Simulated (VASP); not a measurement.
Four VASP jobs (plane waves, PAW):

A. Cu (fcc), 1 atom, vdW-DF2, static run, 520 eV, 19×19×19 Γ-centred mesh
B. AuAl2 (fluorite), 3 atoms, TPSS, static run, 520 eV, 9×9×9 Γ-centred mesh
C. FePt (L1_0), 2 atoms, r2SCAN, static run, 520 eV, 15×15×11 Γ-centred mesh
D. BN (zinc blende), 2 atoms, PBE, static run, 520 eV, 12×12×12 Γ-centred mesh

The timings are rough (shared machines, no repeats); factors under 2 mean little.

Question: Order them by core time, cheapest first.

Answer: D (6 core-seconds), A (20 core-seconds), B (70 core-seconds), C (8 core-minutes)
